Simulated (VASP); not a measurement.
A convergence study with VASP on BaF2 (fluorite): one setting is varied, all else stays as given below, so the limit is that of these other settings. Each run relaxes cell and ions from the cell shown.

```
CELL_PARAMETERS angstrom
      0.00000     3.10000     3.10000
      3.10000     0.00000     3.10000
      3.10000     3.10000     0.00000
ATOMIC_POSITIONS crystal
  Ba 0.00000 0.00000 0.00000
  F  0.25000 0.25000 0.25000
  F  0.75000 0.75000 0.75000
```

The numbers are results of PBE GGA, VASP's PBE PAW potentials (set 64) (plane waves; VASP 6.6.1), not measurements. The tightest run used: 700 eV cut-off, 10×10×10 Γ-centred mesh, Gaussian smearing of 0.050 eV, potentials Ba_sv F.

Unless said otherwise, spin-orbit coupling is left out, though it shifts the bands of the heavy elements here. Gaps are read on the run's mesh, which can miss a band edge.

```tsv
setting	relaxed volume (Å³/atom)	E (eV/atom)	gap on the mesh (eV)	irreducible k-points
2×2×2 mesh	20.779	-5.6946	6.603	3
3×3×3 mesh	20.618	-5.7108	6.664	4
4×4×4 mesh	20.619	-5.7110	6.606	8
```

Problem. These are the cheaper rows. Estimate the results at 10×10×10 mesh, and how far the last row shown lies from them.

Solution. 
```
quantity                  tightest run  last row shown is off by
------------------------  ------------  ------------------------
relaxed volume (Å³/atom)        20.619                     0.001
E (eV/atom)                    -5.7110                    0.0000
gap on the mesh (eV)             6.603                     0.003
```

Left out are rungs that failed or repeat a setting and relaxations that didn't move; long series are thinned to 24 rows.

The compound is BaF2 in the fluorite structure.
